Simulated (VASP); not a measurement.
Set up this calculation in VASP 6.6.1, as the native input.

```yaml
Task: band structure
Functional: LDA
Potentials_or_basis: VASP PAW LDA potentials, release 64 (Pb_d, S)
Cutoff: 520 eV
k_mesh: 8 × 8 × 8
Occupations: gaussian, width 0.02 eV
Spin: no spin polarisation
Further_INCAR_settings: ALGO = Fast; EDIFF = 1e-07
```

The structure of PbS (Galena) lies in POSCAR:

```
PbS
1.0
    0.0000000000      2.9657500000      2.9657500000
    2.9657500000      0.0000000000      2.9657500000
    2.9657500000      2.9657500000      0.0000000000
Pb S
1 1
Direct
    0.0000000000      0.0000000000      0.0000000000
    0.5000000000      0.5000000000      0.5000000000
```

One way to write it, as run:

INCAR

```
PREC     = Accurate       # precision mode
ENCUT    = 520            # plane-wave cutoff, eV
EDIFF    = 1E-7           # SCF threshold, eV
ISMEAR   = 0              # smearing method
SIGMA    = 0.02           # smearing width, eV
LREAL    = False          # projectors in reciprocal space
LASPH    = True           # aspherical terms in the spheres
NELM     = 60             # most SCF steps
ALGO     = Fast           # electronic algorithm
ISIF     = 2              # what is computed and relaxed
LWAVE    = False          # write WAVECAR
LCHARG   = False          # write CHGCAR
GGA      = CA             # functional
```

KPOINTS

```
regular mesh
0
Gamma
  8 8 8
```

KPOINTS_OPT

```
path GXWKGLUWLK,UX
15
line-mode
reciprocal
 0.0000000000  0.0000000000  0.0000000000  G
 0.5000000000  0.0000000000  0.5000000000  X

 0.5000000000  0.0000000000  0.5000000000  X
 0.5000000000  0.2500000000  0.7500000000  W

 0.5000000000  0.2500000000  0.7500000000  W
 0.3750000000  0.3750000000  0.7500000000  K

 0.3750000000  0.3750000000  0.7500000000  K
 0.0000000000  0.0000000000  0.0000000000  G

 0.0000000000  0.0000000000  0.0000000000  G
 0.5000000000  0.5000000000  0.5000000000  L

 0.5000000000  0.5000000000  0.5000000000  L
 0.6250000000  0.2500000000  0.6250000000  U

 0.6250000000  0.2500000000  0.6250000000  U
 0.5000000000  0.2500000000  0.7500000000  W

 0.5000000000  0.2500000000  0.7500000000  W
 0.5000000000  0.5000000000  0.5000000000  L

 0.5000000000  0.5000000000  0.5000000000  L
 0.3750000000  0.3750000000  0.7500000000  K

 0.6250000000  0.2500000000  0.6250000000  U
 0.5000000000  0.0000000000  0.5000000000  X
```

Potentials or basis: VASP PAW LDA potentials, release 64 (Pb_d, S).

Launch:

```console
$ cat potpaw_LDA.64/Pb_d/POTCAR potpaw_LDA.64/S/POTCAR > POTCAR
$ mpirun -np 1 vasp_std > vasp.out
```

Results of the run:

```yaml
Pressure: -2.5 GPa
Band_gap_on_the_k_mesh: 0.21 eV, direct
Band_gap_along_the_path: 0.21 eV, direct
```

Caveat: spin-orbit coupling is left out, which as a rule narrows the gap of such compounds by several tenths of an eV.

It took 25 s on 1 thread of Intel(R) Xeon(R) 6975P-C (Granite Rapids), on a shared host, peak memory 0.17 GiB.
